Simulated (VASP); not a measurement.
**Ga$_{3}$InP$_{4}$ (ordered alloy cell): computed properties**

Computed with PBEsol GGA, VASP's PBE PAW potentials (set 64) (plane waves; VASP).

* **space group**: Amm2 (38)
* **cell**: a = 3.921 Å, b = 7.853 Å, c = 11.098 Å, α = β = γ = 90.00°
* **volume per atom**: 21.36 Å^3/atom
* **band gap (over mesh and band path)**: 1.04 eV
* **smallest direct gap (over mesh and band path)**: 1.04 eV
* **band-edge character**: direct, Γ to Γ
* **density**: 4.35 g/cm³

```
Ga3InP4
1.0
   -0.00386     5.54934     5.54921
    5.54934    -0.00386     5.54921
    2.77274     2.77274     0.00000
In P Ga
1 4 3
Direct
  0.99934   0.99934   0.00133
  0.13591   0.13591   0.22819
  0.13000   0.60946   0.26054
  0.60946   0.13000   0.26054
  0.62504   0.62504   0.24993
  0.00007   0.50030   0.99962
  0.50030   0.00007   0.99962
  0.49988   0.49988   0.00024
```

Unless said otherwise, spin-orbit coupling is left out, though it shifts the bands of the heavy elements here.

The structure was generated: Ga3InP4 was put into an ordered model structure (Amm2), which need not be its known phase. It was relaxed first. Symmetry was kept, so distortions that lower it aren't found.
